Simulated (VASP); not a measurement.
```xyz
2
Lattice="3.7992 0.0000 0.0000 0.0000 3.7992 0.0000 0.0000 0.0000 3.7992" Properties=species:S:1:pos:R:3 pbc="T T T"
Ba     0.0000     0.0000     0.0000
S      1.8996     1.8996     1.8996
```

Method: PBEsol GGA, VASP's PBE PAW potentials (set 64) (plane waves; VASP). Numerical set-up: 400 eV cut-off, 6×6×6 Γ-centred mesh, Gaussian smearing of 0.050 eV, potentials Ba_sv S.

Unless said otherwise, spin-orbit coupling is left out, though it shifts the bands of the heavy elements here.

Question: Predict the energy per atom (σ→0), band gap (on the k-mesh) with the smallest direct gap where there is one.

Answer: 
The band gap (on the k-mesh) is 1.27 eV and the smallest direct gap (on the k-mesh) comes out as 1.37 eV. The energy per atom (σ→0) is -5.189 eV/atom.

Total energies compare only between runs with the same potentials, cut-off and functional.

The structure was generated: BaS was put into the CsCl type type (Pm-3m), which need not be its known phase. It was relaxed first, which changed the volume by -24 %. The start is the result of an earlier pass.
